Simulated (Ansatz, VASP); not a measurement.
This is a calculation of RhCl2 for Ansatz 0.2.0.

File input.yaml:

```yaml
crystal:
  lattice:
    - [5.80156943, 0.0, 0.0]
    - [0.0, 5.80156943, 0.0]
    - [0.0, 0.0, 3.8014907999]
  atoms:
    - { symbol: Rh, position: [0.5, 0.5, 0.5] }
    - { symbol: Rh, position: [0.0, 0.0, 0.0] }
    - { symbol: Cl, position: [0.80262, 0.19738, 0.5] }
    - { symbol: Cl, position: [0.19738, 0.80262, 0.5] }
    - { symbol: Cl, position: [0.69738, 0.69738, 0.0] }
    - { symbol: Cl, position: [0.30262, 0.30262, 0.0] }
hamiltonian:
  xc: pbe
  pseudopotentials: { kind: paw }
kpoints:
  mp_grid: { grid: [5, 5, 7] }
scf:
  occupations: { method: fermi_dirac, width: 0.05 }
output:
  forces: true
  stress: true
  eigenvalues: true
```

Potentials or basis: Ansatz PAW.

Run with:

```console
$ ansatz run input.yaml --threads 2 --pin off --max-ram 5120MiB --backend cpu --events-out ev --progress --plain --runs-dir out
```

**Question.** Translate it to VASP 6.6.1. Potentials there: VASP PAW PBE potentials, release 64 (Rh_pv, Cl).

**Answer.** As run (the cutoff follows the program's own potentials):

INCAR

```
  ALGO = Normal
  EDIFF = 1E-7
  ENCUT = 520
  GGA = PE
  ISIF = 2
  ISMEAR = -1
  LASPH = T
  LCHARG = F
  LREAL = F
  LWAVE = F
  NBANDS = 38
  NELM = 80
  PREC = Accurate
  SIGMA = 0.05
```

Contents of KPOINTS:

```
k-points
0
Gamma
  5 5 7
```

POSCAR

```
RhCl2
1.0
    5.8015694300      0.0000000000      0.0000000000
    0.0000000000      5.8015694300      0.0000000000
    0.0000000000      0.0000000000      3.8014907999
Rh Cl
2 4
Direct
    0.5000000000      0.5000000000      0.5000000000
    0.0000000000      0.0000000000      0.0000000000
    0.8026200000      0.1973800000      0.5000000000
    0.1973800000      0.8026200000      0.5000000000
    0.6973800000      0.6973800000      0.0000000000
    0.3026200000      0.3026200000      0.0000000000
```

Potentials or basis: VASP PAW PBE potentials, release 64 (Rh_pv, Cl).

Run with:

```console
$ cat potpaw_PBE.64/Rh_pv/POTCAR potpaw_PBE.64/Cl/POTCAR > POTCAR
$ mpirun -np 1 vasp_std > vasp.out
```

Both were run:

|  | VASP | Ansatz | Ansatz less VASP |
| --- | --- | --- | --- |
| gap on the k mesh at the Fermi level (eV) | none | none | - |
| pressure (GPa) | -4.7 | -4.6 | +0.08 |
| largest component of the traceless stress (GPa) | 0.63 | 0.62 | -0.008 |
| rms of the force components (eV/Å) | 0.070 | 0.070 | +0.0003 |

Atom by atom the forces differ by 0.000 eV/Å (rms over components). A gap of «none» marks a metal or a gap that the smearing closes. With one functional, cell and mesh, what is left measures potentials, basis and numerics. The two sets of potentials don't hold the same shells in valence.
